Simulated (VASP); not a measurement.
**Ga2PN: relaxation of cell and atoms with PBE**

Crystal: Ga2PN.

```
Ga P N
1.0
     3.57000    0.00000    0.00000
     0.00000    3.57000    0.00000
     0.00000    0.00000   10.10000
Ga P N
4 2 2
Direct
  0.50000 0.50000 0.30500
  0.50000 0.50000 0.69500
  0.00000 0.00000 0.50000
  0.00000 0.00000 0.00000
  0.50000 0.00000 0.84500
  0.00000 0.50000 0.15500
  0.50000 0.00000 0.40000
  0.00000 0.50000 0.60000
```

The cell was built by a generator and needn't be a form met in nature.

| Item | Value |
| --- | --- |
| Program | VASP 6.6.1 |
| Task | relaxation of cell and atoms |
| Functional | PBE |
| Potentials or basis | VASP PAW PBE potentials, release 64 (Ga_d, P, N) |
| Cutoff | 520 eV |
| k mesh | 4 × 4 × 2 |
| Occupations | gaussian, width 0.15 eV |
| Spin | no spin polarisation |
| Further INCAR settings | PREC = Normal; ALGO = Fast; EDIFF = 0.0001; IBRION = 2; EDIFFG = -0.08; NSW = 24; ISIF = 3 |

The relaxed volume is 15.86 Å³/atom. The relaxed cell is a = 3.605 Å, b = 3.605 Å, c = 9.766 Å, α = 90.00°, β = 90.00°, γ = 90.00°. The space group after relaxing (to 0.05 Å) is P-4m2 (No. 115). The energy gained by relaxing is 23.4 meV/atom, the ionic steps are 6 and the pressure after relaxing is 0.0 GPa. The largest force after relaxing is 0.065 eV/Å and the band gap on the k mesh is 0.49 eV, direct.

Forces in eV/Å, atoms in the order of the input:
```
Ga   0.000  0.000 -0.024
Ga   0.000  0.000  0.024
Ga   0.000  0.000  0.000
Ga   0.000  0.000  0.000
P    0.000  0.000 -0.008
P    0.000  0.000  0.008
N    0.000  0.000 -0.065
N    0.000  0.000  0.065
```

Stress tensor (GPa, compression positive):
```
-0.07  0.00  0.00
 0.00 -0.07  0.00
 0.00  0.00  0.14
```

The path:
| step | energy change (eV) | largest force (eV/Å) | pressure (GPa) | volume (Å³) |
| --- | --- | --- | --- | --- |
| 1 | 0.0000 | 0.9869 | -0.97 | 128.72 |
| 2 | -0.1489 | 0.4363 | 0.12 | 126.90 |
| 3 | -0.1633 | 0.3808 | 0.41 | 126.21 |
| 4 | -0.1834 | 0.1444 | 0.14 | 126.75 |
| 5 | -0.1837 | 0.1698 | 0.00 | 126.81 |
| 6 | -0.1872 | 0.0655 | 0.00 | 126.91 |

Final structure:
```cif
data_structure
_symmetry_space_group_name_H-M 'P 1'
_symmetry_Int_Tables_number 1
_cell_length_a 3.6049
_cell_length_b 3.6049
_cell_length_c 9.7656
_cell_angle_alpha 90.000
_cell_angle_beta 90.000
_cell_angle_gamma 90.000
_cell_volume 126.91
loop_
_atom_site_label
_atom_site_type_symbol
_atom_site_fract_x
_atom_site_fract_y
_atom_site_fract_z
_atom_site_occupancy
Ga1 Ga 0.50000 0.50000 0.29765 1
Ga2 Ga 0.50000 0.50000 0.70235 1
Ga3 Ga 0.00000 0.00000 0.50000 1
Ga4 Ga 0.00000 0.00000 0.00000 1
P1 P 0.50000 0.00000 0.85167 1
P2 P 0.00000 0.50000 0.14833 1
N1 N 0.50000 0.00000 0.40278 1
N2 N 0.00000 0.50000 0.59722 1
```

Levels at points of the mesh, in eV from the valence-band top:
```csv
k point,band 32,band 33,band 34,band 35,band 36,band 37,band 38,band 39,band 40,band 41
"(0.00, 0.00, 0.00)",-1.41,-1.41,-0.61,0.00,0.00,0.49,1.97,2.50,3.18,3.43
"(0.50, 0.00, 0.00)",-2.66,-1.46,-1.40,-0.42,-0.39,1.50,1.74,4.02,4.33,4.58
"(0.50, 0.50, 0.00)",-3.89,-2.90,-2.82,-2.82,-2.80,1.81,1.81,2.55,2.64,4.83
"(0.00, 0.00, 0.50)",-1.94,-1.19,-1.19,-0.13,-0.13,1.86,1.88,2.50,2.96,3.34
"(0.50, 0.00, 0.50)",-2.61,-2.15,-2.07,-0.42,-0.39,1.98,2.33,3.21,3.73,4.48
"(0.50, 0.50, 0.50)",-3.55,-3.33,-3.20,-3.14,-3.14,2.65,2.65,2.84,2.88,3.62
```

Run time: 54 s on 2 MPI ranks on Intel(R) Xeon(R) Platinum 8375C CPU @ 2.90GHz (Ice Lake), with other jobs on the host, peak memory 0.19 GiB a rank.

Caveat: the k mesh is coarse (spacing up to 0.44 Å⁻¹), so the values aren't converged; the relaxation stopped at a loose force limit of 0.08 eV/Å, so its end isn't a converged minimum.
